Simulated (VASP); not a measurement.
GaB, 2 atoms in the cell. Symmetry: P4/mmm, No. 123, tetragonal system. The conventional cell has a = 2.718 Å, b = 2.718 Å, c = 3.236 Å, α = 90.00°, β = 90.00°, γ = 90.00°. Ga (site symmetry 4/mmm) has 8 B at 2.51 Å and 4 Ga at 2.72 Å as nearest neighbours. B (site symmetry 4/mmm) is surrounded by 8 Ga at 2.51 Å and 4 B at 2.72 Å. The cell was built by a generator and needn't be a form met in nature.

| Item | Value |
| --- | --- |
| Program | VASP 6.6.1 |
| Task | electron localisation function |
| Functional | PBE |
| Potentials or basis | VASP PAW PBE potentials, release 64 (Ga_d, B) |
| Cutoff | 520 eV |
| k mesh | 10 × 10 × 8 |
| Occupations | gaussian, width 0.02 eV |
| Spin | no spin polarisation |
| Further INCAR settings | ALGO = Normal; EDIFF = 1e-06 |

Potentials or basis: VASP PAW PBE potentials, release 64 (Ga_d, B).

The run is started by

```bash
$ cat potpaw_PBE.64/Ga_d/POTCAR potpaw_PBE.64/B/POTCAR > POTCAR
$ mpirun -np 1 vasp_std > vasp.out
```

Hardware: 1 thread of Intel(R) Xeon(R) 6975P-C (Granite Rapids) (shared host).

Question: Estimate the wall time of this run.

Answer: Run time: 7.4 s on 1 thread of Intel(R) Xeon(R) 6975P-C (Granite Rapids) (shared host), peak memory 0.15 GiB. Counts: scf iterations 11, k points 105.
